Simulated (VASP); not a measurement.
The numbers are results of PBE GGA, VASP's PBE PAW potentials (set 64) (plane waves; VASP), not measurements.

VASP ran on this input.

File KPOINTS:
```
Regular mesh
0
G
 1 1 1
0 0 0
```

### INCAR
```
! general
SYSTEM  = C31Si32
PREC    = Normal
ENCUT   = 400
LREAL   = Auto
LASPH   = .True.
ISYM    = 0
NELECT  = 251.0

! electronic loop
EDIFF   = 1E-5   ! SCF stop (eV)
NELM    = 100
NELMIN  = 4
ALGO    = Fast

! smearing
ISMEAR  = 0   ! Gaussian
SIGMA   = 0.05

! functional
GGA     = PE

! spin
ISPIN   = 2   ! spin-polarised
MAGMOM  = 63*0.0476
NUPDOWN = 3

! ions
IBRION  = 2
NSW     = 60   ! most ionic steps
ISIF    = 2   ! forces and stress, cell fixed
EDIFFG  = -0.03

! output
LWAVE   = .True.
LCHARG  = .False.
LORBIT  = 10
```

### POSCAR
```
C31Si32
1
    8.7583314355     0.0000000000     0.0000000000
    0.0000000000     8.7583314355    -0.0000000000
   -0.0000000000    -0.0000000000     8.7583314355
Si C
32 31
Direct
  0.5000000000   0.0000000000   0.0000000000
  0.7500000000   0.2500000000   0.0000000000
  0.7500000000   0.0000000000   0.2500000000
  0.0000000000   0.0000000000   0.0000000000
  0.2500000000   0.2500000000   0.0000000000
  0.5000000000   0.5000000000   0.0000000000
  0.7500000000   0.7500000000   0.0000000000
  0.2500000000   0.0000000000   0.2500000000
  0.5023210000   0.2556390000   0.2515680000
  0.7444760000   0.4958670000   0.2516670000
  0.5000000000   0.0000000000   0.5000000000
  0.7556730000   0.2454140000   0.5034030000
  0.7500000000   0.0000000000   0.7500000000
  0.0000000000   0.5000000000   0.0000000000
  0.2500000000   0.7500000000   0.0000000000
  0.0000000000   0.2500000000   0.2500000000
  0.2500000000   0.5000000000   0.2500000000
  0.5000000000   0.7500000000   0.2500000000
  0.0000000000   0.0000000000   0.5000000000
  0.2500000000   0.2500000000   0.5000000000
  0.5040660000   0.4943880000   0.4956950000
  0.7500000000   0.7500000000   0.5000000000
  0.2500000000   0.0000000000   0.7500000000
  0.5000000000   0.2500000000   0.7500000000
  0.7500000000   0.5000000000   0.7500000000
  0.0000000000   0.7500000000   0.2500000000
  0.0000000000   0.5000000000   0.5000000000
  0.2500000000   0.7500000000   0.5000000000
  0.0000000000   0.2500000000   0.7500000000
  0.2500000000   0.5000000000   0.7500000000
  0.5000000000   0.7500000000   0.7500000000
  0.0000000000   0.7500000000   0.7500000000
  0.6205560000   0.1262700000   0.1226650000
  0.8799640000   0.3789240000   0.1284400000
  0.8802160000   0.1281620000   0.3760380000
  0.1250000000   0.1250000000   0.1250000000
  0.3781330000   0.3755590000   0.1210810000
  0.6274840000   0.6194480000   0.1251510000
  0.8750000000   0.8750000000   0.1250000000
  0.3789040000   0.1262100000   0.3744880000
  0.8693200000   0.6200950000   0.3757830000
  0.6277110000   0.1307020000   0.6195450000
  0.8701240000   0.3725020000   0.6202490000
  0.8750000000   0.1250000000   0.8750000000
  0.1250000000   0.6250000000   0.1250000000
  0.3750000000   0.8750000000   0.1250000000
  0.1250000000   0.3750000000   0.3750000000
  0.3745340000   0.6255020000   0.3758780000
  0.6250000000   0.8750000000   0.3750000000
  0.1250000000   0.1250000000   0.6250000000
  0.3695250000   0.3705440000   0.6220800000
  0.6226020000   0.6254570000   0.6205750000
  0.8750000000   0.8750000000   0.6250000000
  0.3750000000   0.1250000000   0.8750000000
  0.6250000000   0.3750000000   0.8750000000
  0.8750000000   0.6250000000   0.8750000000
  0.1250000000   0.8750000000   0.3750000000
  0.1250000000   0.6250000000   0.6250000000
  0.3750000000   0.8750000000   0.6250000000
  0.1250000000   0.3750000000   0.8750000000
  0.3750000000   0.6250000000   0.8750000000
  0.6250000000   0.8750000000   0.8750000000
  0.1250000000   0.8750000000   0.8750000000
```

POTCAR, in this order: Si C (PBE.64 set). Program: vasp_gam.

### Question
What will the output report for the number of irreducible k-points (NKPTS), largest plane-wave count, FFT grid (NGX, NGY, NGZ)?

### Answer

- number of irreducible k-points (NKPTS): 1
- largest plane-wave count: 6075
- FFT grid (NGX, NGY, NGZ): 48 × 48 × 48

The cell is a supercell with a defect, built from SiC (zinc blende): vac_C, charge +1.
